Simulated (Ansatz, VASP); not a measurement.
SiGeB: VASP beside Ansatz

INCAR

```
SYSTEM = SiGeB
PREC     = Accurate       ! precision mode
ENCUT    = 600            ! plane-wave cutoff, eV
EDIFF    = 1E-6           ! SCF threshold, eV
ISMEAR   = 0              ! smearing method
SIGMA    = 0.1            ! smearing width, eV
LREAL    = .False.        ! projectors in reciprocal space
LASPH    = .True.         ! aspherical terms in the spheres
NELM     = 100            ! most SCF steps
ALGO     = Normal         ! electronic algorithm
ISIF     = 3              ! what is computed and relaxed
LWAVE    = .False.        ! write WAVECAR
LCHARG   = .False.        ! write CHGCAR
GGA      = PE             ! functional
IBRION   = 2              ! ionic algorithm
NSW      = 100            ! ionic steps
EDIFFG   = -0.01          ! ionic threshold
```

File KPOINTS:

```
Automatic mesh
0
Gamma
  12 12 8
  0 0 0
```

Contents of POSCAR:

```
SiGeB
1.0
    4.4519100822      0.0000000000      0.0000000000
   -2.2259550411      3.8554672265      0.0000000000
    0.0000000000      0.0000000000      4.7555181714
Si Ge B
2 2 2
Direct
    0.3333333333      0.6666666667      0.0000000000
    0.6666666667      0.3333333333      0.0000000000
    0.3333333333      0.6666666667      0.5000000000
    0.6666666667      0.3333333333      0.5000000000
    0.0000000000      0.0000000000      0.5000000000
    0.0000000000      0.0000000000      0.0000000000
```

Input for Ansatz:

```yaml
crystal:
  lattice:
    - [4.4519100822, 0.0, 0.0]
    - [-2.2259550411, 3.8554672265, 0.0]
    - [0.0, 0.0, 4.7555181714]
  atoms:
    - { symbol: Si, position: [0.3333333333, 0.6666666667, 0.0] }
    - { symbol: Si, position: [0.6666666667, 0.3333333333, 0.0] }
    - { symbol: Ge, position: [0.3333333333, 0.6666666667, 0.5] }
    - { symbol: Ge, position: [0.6666666667, 0.3333333333, 0.5] }
    - { symbol: B, position: [0.0, 0.0, 0.5] }
    - { symbol: B, position: [0.0, 0.0, 0.0] }
basis:
  ecutwfc: 420
kpoints:
  mp_grid: { grid: [12, 12, 8] }
hamiltonian:
  xc: pbe
scf:
  occupations: { method: gaussian, width: 0.1 }
output:
  forces: true
  stress: true
  eigenvalues: true
relax:
  adjacent_minimum: "off"
  f_tol: 0.01
  max_steps: 80
  cell: { stress_tol: 0.05 }
```

Alike in both runs: task relaxation of cell and atoms; functional PBE; k mesh 12 × 12 × 8; occupations gaussian, width 0.1 eV; no spin polarisation.

```csv
,VASP,Ansatz
version,VASP 6.6.1,Ansatz 0.2.0
potentials or method,"VASP PAW PBE potentials, release 64 (Si, Ge_d, B)","scalar-relativistic, plane waves, PAW"
plane-wave cutoff (eV),600,420
valence electrons in the cell,42,42
```

VASP gave:

```
gap on the k mesh at the Fermi level, each at its own relaxed structure (eV) : none
relaxed volume (Å³/atom)                                                     : 13.52
relaxed cell length with the largest relative difference (Å)                 : 4.833
energy change over the relaxation (meV/atom)                                 : -6
```

**Question.** What did Ansatz give for the same quantities?

**Answer.** gap on the k mesh at the Fermi level, each at its own relaxed structure (eV): none; relaxed volume (Å³/atom): 13.52; relaxed cell length with the largest relative difference (Å): 4.840; energy change over the relaxation (meV/atom): -7.

A gap of «none» marks a metal or a gap that the smearing closes.

Caveats: the bands computed are all filled at some k points, so no gap is given.
